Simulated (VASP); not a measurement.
Data:

```cif
data_Zr2
_chemical_formula_sum 'Zr2'
_space_group_name_H-M_alt 'P63/mmc'
_space_group_IT_number 194
_space_group_name_Hall '-P 6c 2c'
_cell_length_a 3.22889
_cell_length_b 3.22889
_cell_length_c 5.17331
_cell_angle_alpha 90.000
_cell_angle_beta 90.000
_cell_angle_gamma 120.000
loop_
_atom_site_label
_atom_site_type_symbol
_atom_site_symmetry_multiplicity
_atom_site_Wyckoff_symbol
_atom_site_fract_x
_atom_site_fract_y
_atom_site_fract_z
_atom_site_occupancy
Zr1 Zr 2 c 0.33333 0.66667 0.25000 1
```

Computed with PBE GGA, VASP's PBE PAW potentials (set 64) (plane waves; VASP). Settings: 480 eV cut-off, 12×12×8 Γ-centred mesh, first-order Methfessel-Paxton smearing of 0.10 eV, potentials Zr_sv.

Each relaxation starts from this cell; other phases were not tried.

Problem. The cell is relaxed at 5 GPa. What happens?

Solution. The volume per atom goes from 23.35 to 22.27 Å³ (-4.7 %), and the cell becomes a = b = 3.1819 Å, c = 5.0790 Å, α = β = 90.00°, γ = 120.00°, space group P6_3/mmc.

Problem. The cell is relaxed at 15 GPa. What happens?

Solution. The volume per atom goes from 23.35 to 20.52 Å³ (-12.1 %), and the cell becomes a = b = 3.087 Å, c = 4.972 Å, α = β = 90.00°, γ = 120.00°, space group P6_3/mmc.

Failed runs are left out, and for metals the shear rows, which the mesh's noise covers.

The compound is Zr in the hcp structure.
